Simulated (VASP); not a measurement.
These are PBEsol GGA, VASP's PBE PAW potentials (set 64) (plane waves; VASP) values and carry that method's errors.

A VASP calculation is set up with these files.

File KPOINTS:
```
Automatic
0
gamma
12 12 12
0 0 0
```

### POSCAR
```
CoSi
1
   -1.7276570331     1.6612086857     3.9533855045
    1.7276570331    -1.6612086857     3.9533855045
    1.7276570331     1.6612086857    -3.9533855045
Co Si
2 2
Direct
  0.7081124615   0.7081124615   0.0000000000
  0.4581124615   0.9581124615   0.5000000000
  0.2078875385   0.2078875385   0.0000000000
  0.9578875385   0.4578875385   0.5000000000
```

INCAR:
```
SYSTEM = CoSi
PREC = Accurate
ENCUT = 480
EDIFF = 1E-7
NELM = 100
ALGO = Normal
LREAL = .FALSE.
LASPH = .TRUE.
ISMEAR = 1
SIGMA = 0.1
GGA = PS
LMAXMIX = 4
LWAVE = .FALSE.
LCHARG = .FALSE.
ISIF = 2
```

POTCAR, in this order: Co Si (PBE.64 set). Program: vasp_std.

Output of the run:

File OSZICAR:
```
       N       E                     dE             d eps       ncg     rms          rms(c)
DAV:   1     0.126476069473E+03    0.12648E+03   -0.11222E+04  9520   0.163E+03
DAV:   2    -0.247599795303E+02   -0.15124E+03   -0.14800E+03  9520   0.313E+02
DAV:   3    -0.317585332986E+02   -0.69986E+01   -0.68552E+01 12191   0.795E+01
DAV:   4    -0.319928900249E+02   -0.23436E+00   -0.23337E+00 12744   0.130E+01
DAV:   5    -0.319980439379E+02   -0.51539E-02   -0.51508E-02 12536   0.176E+00    0.191E+01
DAV:   6    -0.368886027560E+02   -0.48906E+01   -0.91985E+01 12735   0.149E+02    0.230E+01
DAV:   7    -0.287702664469E+02    0.81183E+01   -0.40795E+01 11468   0.105E+02    0.457E+00
DAV:   8    -0.288656911546E+02   -0.95425E-01   -0.21392E+00 10202   0.970E+00    0.182E+00
DAV:   9    -0.288296248952E+02    0.36066E-01   -0.11327E-01 13776   0.518E+00    0.665E-01
DAV:  10    -0.288300958805E+02   -0.47099E-03   -0.24249E-02 14881   0.268E+00    0.692E-01
DAV:  11    -0.288265951906E+02    0.35007E-02   -0.13148E-02 14947   0.201E+00    0.113E-01
DAV:  12    -0.288266178372E+02   -0.22647E-04   -0.41611E-04 10236   0.197E-01    0.538E-02
DAV:  13    -0.288266020641E+02    0.15773E-04   -0.55156E-05 15021   0.101E-01    0.166E-02
DAV:  14    -0.288266018953E+02    0.16887E-06   -0.62919E-06 12900   0.352E-02    0.422E-03
DAV:  15    -0.288266018885E+02    0.68030E-08   -0.27321E-07  7272   0.796E-03
   1 F= -.28826602E+02 E0= -.28826520E+02  d E =-.244174E-03
```

### OUTCAR
```
------------------------ aborting loop because EDIFF is reached ----------------------------------------
  FORCE on cell =-STRESS in cart. coord.  units (eV):
  Direction    XX          YY          ZZ          XY          YZ          ZX
  --------------------------------------------------------------------------------------
  Total       -4.8862991     -3.4822821     -4.4375619      0.0000000      0.0000000      0.0000000
  in kB     -172.4962838   -122.9316339   -156.6549507      0.0000000      0.0000000      0.0000000
  external PRESSURE =    -150.6942895 kB  Pullay stress =       0.0000000 kB
  volume of cell :       45.38
      direct lattice vectors                 reciprocal lattice vectors
    -1.727657033  1.661208686  3.953385504     0.000000000  0.300985664  0.126473879
     1.727657033 -1.661208686  3.953385504     0.289409293  0.000000000  0.126473879
     1.727657033  1.661208686 -3.953385504     0.289409293  0.300985664  0.000000000
 POSITION                                       TOTAL-FORCE (eV/Angst)
 -----------------------------------------------------------------------------------
      0.00000      0.00000      5.59888         0.000000     -0.000000     -0.292268
      1.72766      0.00000      3.62219        -0.000000     -0.000000      0.290618
      0.00000      0.00000      1.64372        -0.000000      0.000000     -0.202906
      0.00000      1.66121      3.62041        -0.000000      0.000000      0.204556
 -----------------------------------------------------------------------------------
    total drift:                                0.000000      0.000000      0.000008
  FREE ENERGIE OF THE ION-ELECTRON SYSTEM (eV)
  ---------------------------------------------------
  free  energy   TOTEN  =       -28.8266018885 eV

  energy  without entropy=      -28.8263577148  energy(sigma->0) =      -28.82652050
```
(Selected blocks of OUTCAR.)

The structure was generated: CoSi was put into the NbAs type (I4_1md), which need not be its known phase. This cell was strained or had an atom moved on purpose. The run is not spin-polarised, so no magnetic state was tried.
